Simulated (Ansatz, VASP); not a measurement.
One calculation of Mn3InC, two programs

Contents of INCAR:

```
  PREC = Accurate
  ENCUT = 520
  EDIFF = 1E-7
  ISMEAR = 0
  SIGMA = 0.05
  LREAL = F
  LASPH = T
  NELM = 60
  ALGO = Normal
  ISIF = 2
  LWAVE = F
  LCHARG = F
  NBANDS = 36
```

File KPOINTS:

```
regular mesh
0
Gamma
  10 10 10
```

POSCAR

```
Mn3InC
1.0
    3.8195921314      0.0000000000      0.0000000000
    0.0000000000      3.8195921314      0.0000000000
    0.0000000000      0.0000000000      3.8195921314
Mn In C
3 1 1
Direct
    0.5000000000      0.0000000000      0.0000000000
    0.0000000000      0.0000000000      0.5000000000
    0.0000000000      0.5000000000      0.0000000000
    0.5000000000      0.5000000000      0.5000000000
    0.0000000000      0.0000000000      0.0000000000
```

Input for Ansatz:

```yaml
crystal:
  lattice:
    - [3.8195921314, 0.0, 0.0]
    - [0.0, 3.8195921314, 0.0]
    - [0.0, 0.0, 3.8195921314]
  atoms:
    - { symbol: Mn, position: [0.5, 0.0, 0.0] }
    - { symbol: Mn, position: [0.0, 0.0, 0.5] }
    - { symbol: Mn, position: [0.0, 0.5, 0.0] }
    - { symbol: In, position: [0.5, 0.5, 0.5] }
    - { symbol: C, position: [0.0, 0.0, 0.0] }
basis:
  ecutwfc: 420
  ecutrho_ratio: 4
kpoints:
  mp_grid: { grid: [10, 10, 10] }
hamiltonian:
  xc: lda
scf:
  occupations: { method: gaussian, width: 0.05 }
output:
  forces: true
  stress: true
  eigenvalues: true
```

Alike in both runs: task single point; functional LDA; k mesh 10 × 10 × 10; occupations gaussian, width 0.05 eV; no spin polarisation.

```csv
,VASP,Ansatz
version,VASP 6.6.1,Ansatz 0.2.0
potentials or method,"VASP PAW LDA potentials, release 64 (Mn_pv, In_d, C)","scalar-relativistic, plane waves, PAW"
plane-wave cutoff (eV),520,420
valence electrons in the cell,56,62
```

|  | VASP | Ansatz | Ansatz less VASP |
| --- | --- | --- | --- |
| gap on the k mesh at the Fermi level (eV) | none | none | - |
| pressure (GPa) | -3.7 | -4.4 | -0.75 |

A gap of «none» marks a metal or a gap that the smearing closes. The two sets of potentials don't hold the same shells in valence.

Spin polarisation is off, so any magnetic state and its effect on volume and gap are missing.
